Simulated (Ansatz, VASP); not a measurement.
# Cross-check of AlB3H12O12 between VASP and Ansatz, part 2 of 3

One calculation is typed for both programs; each brings its own data sets. How far apart do they land? Of the first pair: The structure shown is the start of the Ansatz relaxation below; VASP solves that cell, so the two are compared at the walk's first step.

VASP 6.6.1 and Ansatz 0.2.0.

So far: Set-up; Ansatz: relaxation, PBE with D3(BJ).

## 3. VASP: single point, PBE with D3(BJ), start cell, pair 1

Level of this step: PBE with D3(BJ); plane waves and PAW (Al, B, H, O) (VASP).

The same cell, functional, mesh and smearing now go to VASP, with its own data sets.

Lines of VASP's logs that name or quote its potential files are left out, and so is its time.

Input file INCAR:

```
SYSTEM = AlB3H12O12
PREC = Accurate
ENCUT = 520
EDIFF = 1E-06
NELM = 120
ISMEAR = -1
SIGMA = 0.05
LREAL = .FALSE.
ALGO = Normal
GGA = PE
IVDW = 12
NBANDS = 68
LORBIT = 11
LWAVE = .FALSE.
LCHARG = .FALSE.
ISIF = 2
LASPH = .TRUE.
GGA_COMPAT = .FALSE.
EFERMI = MIDGAP
KPAR = 4
```

Input file POSCAR:

```
AlB3H12O12
1.0
    4.9736860000      0.0000000000      0.0000000000
    0.0000000000      5.0485640000      0.0000000000
    0.0000000000      0.0000000000      7.1269180000
Al B H O
1 3 12 12
Direct
    0.2633970058      0.0023889962      0.9999280194
    0.7295870708      0.5018739982      0.5002679980
    0.2455530968      0.0002549240      0.5003569565
    0.7582780658      0.4942189502      0.0000259579
    0.5842829644      0.1787189387      0.6986290568
    0.0788109664      0.3268260044      0.2995649732
    0.4198990447      0.6736779013      0.7993030087
    0.9273329679      0.8319670702      0.2048140585
    0.2139260500      0.4527830092      0.0276349468
    0.7182640802      0.0386729771      0.9780610637
    0.7859820664      0.9560700825      0.4769040418
    0.2835060356      0.5435769458      0.5203159346
    0.0321009408      0.1913409437      0.7500810308
    0.5235219915      0.3132609590      0.2413020607
    0.9699619156      0.6998920881      0.7437540322
    0.4603290196      0.8089379475      0.2492489741
    0.5524629018      0.1863850790      0.5559080377
    0.0600930577      0.3021229403      0.4364210448
    0.4362959383      0.6874049730      0.9371310291
    0.9309459825      0.8203079133      0.0493029385
    0.5802390822      0.1781799736      0.9447280016
    0.0703239006      0.3162780545      0.0571310067
    0.4147199884      0.6830019388      0.5508250551
    0.9177250031      0.8153560101      0.4483479395
    0.1400289443      0.0300889520      0.7496039663
    0.6333399414      0.4662369339      0.2520089329
    0.8672360901      0.5241359721      0.7540040449
    0.3601660821      0.9605170896      0.2508700114
```

Input file KPOINTS:

```
Automatic mesh
0
Gamma
2 2 2
0 0 0
```

The projector-augmented-wave data sets are Al, B, H and O (PBE family, release 64).

Started as:

```
$ mpirun -np 4 vasp_std
```

Numbers of over 12 decimals in the logs are rounded to 6 here.

The log of the run:

```text
[banner, memory and clock lines left out]
running    4 mpi-ranks, on    1 nodes
 distrk:  each k-point on    1 cores,    4 groups
 distr:  one band on    1 cores,    1 groups

 POSCAR found type information on POSCAR AlB H O
 POSCAR found :  4 types and      28 ions
|                                                                             |
|               ----> ADVICE to this user running VASP <----                  |
|                                                                             |
|     You have a (more or less) 'large supercell' and for larger cells it     |
|     might be more efficient to use real-space projection operators.         |
|     Therefore, try LREAL= Auto in the INCAR file.                           |
|     Mind: For very accurate calculation, you might also keep the            |
|     reciprocal projection scheme (i.e. LREAL=.FALSE.).                      |
|                                                                             |

 LDA part: xc-table for (Slater+PW92), standard interpolation
 POSCAR, INCAR and KPOINTS ok, starting setup
 FFT: planning ... GRIDC
 FFT: planning ... GRID_SOFT
 FFT: planning ... GRID
 WAVECAR not read
 entering main loop
       N       E                     dE             d eps       ncg     rms          rms(c)
DAV:   1     0.479349401022E+03    0.47935E+03   -0.51939E+04  1088   0.135E+03
DAV:   2    -0.132426189661E+03   -0.61178E+03   -0.58818E+03  1320   0.307E+02
DAV:   3    -0.166583503008E+03   -0.34157E+02   -0.33882E+02  1336   0.724E+01
DAV:   4    -0.166963778068E+03   -0.38028E+00   -0.37921E+00  1368   0.826E+00
DAV:   5    -0.166969994283E+03   -0.62162E-02   -0.62107E-02  1336   0.991E-01    0.234E+01
DAV:   6    -0.153509793356E+03    0.13460E+02   -0.43182E+01  1288   0.274E+01    0.817E+00
DAV:   7    -0.153628058274E+03   -0.11826E+00   -0.20804E+00  1336   0.596E+00    0.506E+00
DAV:   8    -0.153636967429E+03   -0.89092E-02   -0.23824E-01  1348   0.270E+00    0.832E-01
DAV:   9    -0.153638732172E+03   -0.17647E-02   -0.30335E-02  1376   0.101E+00    0.303E-01
DAV:  10    -0.153640268586E+03   -0.15364E-02   -0.20392E-02  1328   0.620E-01    0.184E-01
DAV:  11    -0.153640628284E+03   -0.35970E-03   -0.17944E-03  1344   0.278E-01    0.611E-02
DAV:  12    -0.153640909025E+03   -0.28074E-03   -0.58403E-04  1264   0.102E-01    0.239E-02
DAV:  13    -0.153640937570E+03   -0.28545E-04   -0.51373E-05  1336   0.391E-02    0.103E-02
DAV:  14    -0.153640946365E+03   -0.87950E-05   -0.10962E-05  1256   0.163E-02    0.402E-03
DAV:  15    -0.153640948007E+03   -0.16422E-05   -0.24091E-06  1056   0.730E-03    0.149E-03
DAV:  16    -0.153640948156E+03   -0.14946E-06   -0.22092E-07   808   0.223E-03
   1 F= -.15629201E+03 E0= -.15629201E+03  d E =-.725793E-17
```

OUTCAR, selected parts (step 3):

```text
ion  position               nearest neighbor table
   1  0.263  0.002  1.000-  21 1.85  19 1.86  28 1.86  25 1.89  22 1.90  20 1.92
   2  0.730  0.502  0.500-  26 1.84  23 1.85  17 1.86  24 1.88  27 1.94  18 1.98
   3  0.246  0.000  0.500-  17 1.84  18 1.84  23 1.84  25 1.86  28 1.88  24 1.92
   4  0.758  0.494  0.000-  22 1.84  27 1.84  21 1.87  20 1.89  26 1.91  19 1.93
   5  0.584  0.179  0.699-  17 1.03
   6  0.079  0.327  0.300-  18 0.99
   7  0.420  0.674  0.799-  19 0.99
   8  0.927  0.832  0.205-  20 1.11
   9  0.214  0.453  0.028-  22 1.01
  10  0.718  0.039  0.978-  21 1.01
  11  0.786  0.956  0.477-  24 0.99
  12  0.284  0.544  0.520-  23 0.98
  13  0.032  0.191  0.750-  25 0.98
  14  0.524  0.313  0.241-  26 0.95
  15  0.970  0.700  0.744-  27 1.03
  16  0.460  0.809  0.249-  28 0.91
  17  0.552  0.186  0.556-   5 1.03   3 1.84   2 1.86
  18  0.060  0.302  0.436-   6 0.99   3 1.84   2 1.98
  19  0.436  0.687  0.937-   7 0.99   1 1.86   4 1.93
  20  0.931  0.820  0.049-   8 1.11   4 1.89   1 1.92
  21  0.580  0.178  0.945-  10 1.01   1 1.85   4 1.87
  22  0.070  0.316  0.057-   9 1.01   4 1.84   1 1.90
  23  0.415  0.683  0.551-  12 0.98   3 1.84   2 1.85
  24  0.918  0.815  0.448-  11 0.99   2 1.88   3 1.92
  25  0.140  0.030  0.750-  13 0.98   3 1.86   1 1.89
  26  0.633  0.466  0.252-  14 0.95   2 1.84   4 1.91
  27  0.867  0.524  0.754-  15 1.03   4 1.84   2 1.94
  28  0.360  0.961  0.251-  16 0.91   1 1.86   3 1.88

  LATTYP: Found a simple orthorhombic cell.
 ALAT       =     4.9736860000
 B/A-ratio  =     1.0150548306
 C/A-ratio  =     1.4329247966

 Subroutine GETGRP returns: Found  1 space group operations
 (whereof  1 operations were pure point group operations)

The static configuration has the point symmetry C_1 .

 Found      8 irreducible k-points:

   k-points           NKPTS =      8   k-points in BZ     NKDIM =      8   number of bands    NBANDS=     68

   dimension x,y,z NGX =    40 NGY =   40 NGZ =   54
   dimension x,y,z NGXF=    80 NGYF=   80 NGZF=  108

   ENCUT  =  520.0 eV  38.22 Ry    6.18 a.u.   9.25  9.39 13.25*2*pi/ulx,y,z

   NELECT =      96.0000    total number of electrons

 k-points in reciprocal lattice and weights: Automatic mesh
   0.00000000  0.00000000  0.00000000       0.125
   0.50000000  0.00000000  0.00000000       0.125
   0.00000000  0.50000000  0.00000000       0.125
   0.50000000  0.50000000  0.00000000       0.125
   0.00000000  0.00000000  0.50000000       0.125
   0.50000000  0.00000000  0.50000000       0.125
   0.00000000  0.50000000  0.50000000       0.125
   0.50000000  0.50000000  0.50000000       0.125

 average (electrostatic) potential at core
       1 -76.0688       2 -33.0070       3 -32.8638       4 -32.8329       5 -35.6715
       6 -35.8722       7 -35.9615       8 -34.8754       9 -35.8200      10 -35.6366
      11 -35.9605      12 -36.0793      13 -36.2887      14 -36.8098      15 -35.6926
      16 -37.3365      17 -72.7315      18 -72.3886      19 -72.2896      20 -72.2025
      21 -72.4855      22 -72.5078      23 -72.8053      24 -72.6658      25 -72.4334
      26 -72.6689      27 -72.5364      28 -72.4983

 E-fermi :   3.4114

 k-point     1 :       0.0000    0.0000    0.0000
  band No.  band energies     occupation
    ...
     44       1.0036      2.00000
     45       1.1192      2.00000
     46       1.1786      2.00000
     47       1.3909      2.00000
     48       1.4745      2.00000
     49       5.3484      0.00000
     50       7.4386      0.00000
     51       8.2265      0.00000
     52       8.3853      0.00000
     53       8.5207      0.00000
    ...

 k-point     2 :       0.5000    0.0000    0.0000
  band No.  band energies     occupation
    ...
     44       0.8633      2.00000
     45       0.9253      2.00000
     46       0.9731      2.00000
     47       1.3281      2.00000
     48       1.3599      2.00000
     49       6.2789      0.00000
     50       6.9020      0.00000
     51       7.6213      0.00000
     52       8.3551      0.00000
     53       9.1200      0.00000
    ...

 k-point     3 :       0.0000    0.5000    0.0000
  band No.  band energies     occupation
    ...
     44       0.8766      2.00000
     45       0.9943      2.00000
     46       1.0248      2.00000
     47       1.4312      2.00000
     48       1.4602      2.00000
     49       6.2044      0.00000
     50       6.9388      0.00000
     51       7.8025      0.00000
     52       8.5825      0.00000
     53       9.4177      0.00000
    ...

 Edisp (eV)   -2.65106

  Total     -13.53690   -15.56693   -20.53473    -2.29234    -0.38159    -0.16501
  in kB    -121.19423  -139.36883  -183.84487   -20.52305    -3.41629    -1.47728
  external pressure =     -148.14 kB  Pullay stress =        0.00 kB

  energy-cutoff  :      520.00
  volume of cell :      178.96
      direct lattice vectors                 reciprocal lattice vectors
     4.973686000  0.000000000  0.000000000     0.201058129  0.000000000  0.000000000
     0.000000000  5.048564000  0.000000000     0.000000000  0.198076126  0.000000000
     0.000000000  0.000000000  7.126918000     0.000000000  0.000000000  0.140313106

 POSITION                                       TOTAL-FORCE (eV/Angst)
 -----------------------------------------------------------------------------------
      1.31005      0.01206      7.12641        -1.001240     -0.361909     -0.189801
      3.62874      2.53374      3.56537        -0.334568      0.155665     -0.616874
      1.22130      0.00129      3.56600         0.121760      0.508739      0.113223
      3.77144      2.49510      0.00018         0.467246      0.121413     -0.612210
      2.90604      0.90227      4.97907        -0.628069     -0.044276     -0.882541
      0.39198      1.65000      2.13497        -0.335282     -0.201839     -0.398285
      2.08845      3.40111      5.69657         0.362406     -0.258478     -0.344654
      4.61226      4.20024      1.45969        -0.123095     -0.396925     -2.405720
      1.06400      2.28590      0.19695        -0.628353      0.135195     -0.157046
      3.57242      0.19524      6.97056         0.262147     -0.032075      0.152263
      3.90923      4.82678      3.39886        -0.340985      0.361162      0.233719
      1.41007      2.74428      3.70825        -0.584921     -0.478364     -0.320988
      0.15966      0.96600      5.34577        -0.266363      0.638093     -0.264823
      2.60383      1.58152      1.71974        -0.699519     -1.556871      0.213447
      4.82429      3.53345      5.30067        -0.818533     -1.048726      0.200319
      2.28953      4.08397      1.77638         2.248548     -3.521067      0.471257
      2.74778      0.94098      3.96191         0.555760      0.476043      0.597444
      0.29888      1.52529      3.11034         0.499021     -0.555001      1.393745
      2.17000      3.47041      6.67886         0.937638     -1.394190      0.715696
      4.63023      4.14138      0.35138        -1.272088     -1.473516      3.051348
      2.88593      0.89955      6.73300         1.542941      2.142610      0.000687
      0.34977      1.59675      0.40717        -0.425364      1.515682     -0.132010
      2.06269      3.44818      3.92569         0.944614      0.921585      0.270436
      4.56448      4.11638      3.19534         0.235587     -1.389623     -0.374646
      0.69646      0.15191      5.34237         0.446967     -0.697687     -2.134127
      3.15003      2.35383      1.79605         1.566686      2.089573     -0.002584
      4.31336      2.64613      5.37372        -0.246775      0.595643     -0.231870
      1.79135      4.84923      1.78793        -2.486167      3.749141      1.654594
 -----------------------------------------------------------------------------------
    total drift:                                0.000402      0.000021      0.001887

  FREE ENERGIE OF THE ION-ELECTRON SYSTEM (eV)
  ---------------------------------------------------
  free  energy   TOTEN  =      -156.2920118466 eV

  energy  without entropy=     -156.2920118466  energy(sigma->0) =     -156.29201185

 total charge
# of ion       s       p       d       tot
------------------------------------------
    1        0.313   0.411   0.000   0.724
    2        0.507   0.716   0.000   1.224
    3        0.501   0.740   0.000   1.242
    4        0.501   0.727   0.000   1.228
    5        0.546   0.103   0.000   0.649
    6        0.591   0.130   0.000   0.721
    7        0.589   0.128   0.000   0.717
    8        0.479   0.072   0.000   0.551
    9        0.563   0.114   0.000   0.677
   10        0.562   0.124   0.000   0.686
   11        0.590   0.130   0.000   0.720
   12        0.591   0.133   0.000   0.724
   13        0.605   0.134   0.000   0.739
   14        0.641   0.151   0.000   0.792
   15        0.551   0.100   0.000   0.651
   16        0.682   0.190   0.000   0.872
   17        1.554   3.511   0.000   5.066
   18        1.556   3.530   0.000   5.086
   19        1.554   3.609   0.000   5.163
   20        1.555   3.524   0.000   5.079
   21        1.555   3.598   0.000   5.154
   22        1.555   3.587   0.000   5.142
   23        1.557   3.541   0.000   5.097
   24        1.560   3.519   0.000   5.079
   25        1.554   3.609   0.000   5.164
   26        1.557   3.555   0.000   5.112
   27        1.556   3.494   0.000   5.050
   28        1.558   3.665   0.000   5.223
--------------------------------------------------
tot         27.485  46.845   0.000  74.330

[... 3 further parts left out ...]
```

The run ends at a pressure of -14.81 GPa, with forces up to 4.8 eV/Å.

## 4. Differences

Known differences besides the potentials themselves: the cutoff is 420 eV in Ansatz and 520 eV in VASP. Total energies have different zeros and are not compared.

Forces on 8 of the 28 atoms, those with the largest forces and the largest differences (eV/Å; atoms numbered as in POSCAR):

```
atom          Ansatz x, y, z            VASP x, y, z
  H8  -0.119, -0.398, -2.492  -0.123, -0.397, -2.406
 H14   -0.610, -1.435, 0.225   -0.700, -1.557, 0.213
 H16    2.097, -3.299, 0.469    2.249, -3.521, 0.471
 O20   -1.269, -1.472, 3.117   -1.272, -1.474, 3.051
 O21     1.589, 2.096, 0.013     1.543, 2.143, 0.001
 O25   0.398, -0.628, -2.132   0.447, -0.698, -2.134
 O26    1.488, 1.983, -0.017    1.567, 2.090, -0.003
 O28    -2.347, 3.545, 1.654    -2.486, 3.749, 1.655
```

The forces differ by 61 meV/Å r.m.s., which is 5.5 % of the r.m.s. force of 1.110 eV/Å (both taken over all components).

## 5. Ansatz: relaxation, PBE with D3(BJ)

This run makes the geometry at which the two programs are then compared. The cell compared in this pair holds 221.89 Å³, against 178.96 Å³ for the pair before.

The structure compared here is the end of the Ansatz relaxation.

This is the run of step 2 again, met here at its other cell.

[end of part 2 of 3]

[Lines on the potential files, build, host, timing and source positions are cut from VASP's logs without a mark.]

[Logs are printed without paths, hosts, clocks, repeated set-up lines and the standing remarks that a program may print on its own settings, such as how far it seeks lower states.]

[Hosts, paths, dates, database ids (printed as entryN), source tags and the programs' standing remarks are cut or masked in the printed files.]
